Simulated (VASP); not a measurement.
VASP input:

**INCAR**
```
SYSTEM = MgB2
PREC = Accurate
ENCUT = 520
EDIFF = 1E-6
NELM = 100
ALGO = Normal
LREAL = .FALSE.
LASPH = .TRUE.
ISMEAR = 1
SIGMA = 0.1
GGA = PE
LWAVE = .FALSE.
LCHARG = .FALSE.
ISIF = 2
ISPIN = 2
MAGMOM = 1.0 1.0 1.0 1.0 1.0
```

File POSCAR:
```
MgB2
1
    1.5450000000    -2.6760180000     0.0000000000
    1.5450000000     2.6760180000     0.0000000000
    0.0000000000     0.0000000000     3.5200000000
Mg B
1 2
Direct
  0.0000000000   0.0000000000   0.0000000000
  0.3333330000   0.6666670000   0.5000000000
  0.6666670000   0.3333330000   0.5000000000
```

File KPOINTS:
```
Automatic mesh
0
Gamma
9 9 7
0 0 0
```

POTCAR, in this order: Mg B (PBE.64 set). Program: vasp_std.

Task: One choice in this input is risky. Which, and does it do harm here?

Result: The risk: MAGMOM holds more values than there are atoms. Here it does no harm: the run (PBE GGA, plane waves, VASP's PBE PAW potentials (set 64)) converges to the same energy and pressure as with the safe setting.
File OSZICAR:
```
       N       E                     dE             d eps       ncg     rms          rms(c)
DAV:   1     0.599672730883E+01    0.59967E+01   -0.35276E+03  2064   0.630E+02
DAV:   2    -0.153331433168E+02   -0.21330E+02   -0.20026E+02  2578   0.109E+02
DAV:   3    -0.158567138182E+02   -0.52357E+00   -0.51296E+00  2502   0.152E+01
DAV:   4    -0.158580479613E+02   -0.13341E-02   -0.13338E-02  2396   0.808E-01
DAV:   5    -0.158580516192E+02   -0.36579E-05   -0.36581E-05  2450   0.407E-02    0.754E+00
DAV:   6    -0.155589492109E+02    0.29910E+00   -0.21102E+00  2148   0.797E+00    0.258E+00
DAV:   7    -0.153152820275E+02    0.24367E+00   -0.85149E-01  2280   0.497E+00    0.114E+00
DAV:   8    -0.153238408435E+02   -0.85588E-02   -0.61303E-02  2280   0.201E+00    0.612E-01
DAV:   9    -0.153233613683E+02    0.47948E-03   -0.26260E-03  2202   0.568E-01    0.330E-01
DAV:  10    -0.153228274876E+02    0.53388E-03   -0.70616E-04  2116   0.259E-01    0.524E-02
DAV:  11    -0.153228979574E+02   -0.70470E-04   -0.22590E-04  2108   0.134E-01    0.249E-02
DAV:  12    -0.153229025160E+02   -0.45585E-05   -0.12715E-05  2276   0.382E-02    0.128E-02
DAV:  13    -0.153229039428E+02   -0.14268E-05   -0.17632E-06  2110   0.152E-02    0.323E-03
DAV:  14    -0.153229041996E+02   -0.25686E-06   -0.20351E-07  1114   0.455E-03
   1 F= -.15322904E+02 E0= -.15322774E+02  d E =-.390335E-03  mag=    -0.0000
```

The compound is MgB2 in the AlB2 type structure. The cell was not relaxed at this level.
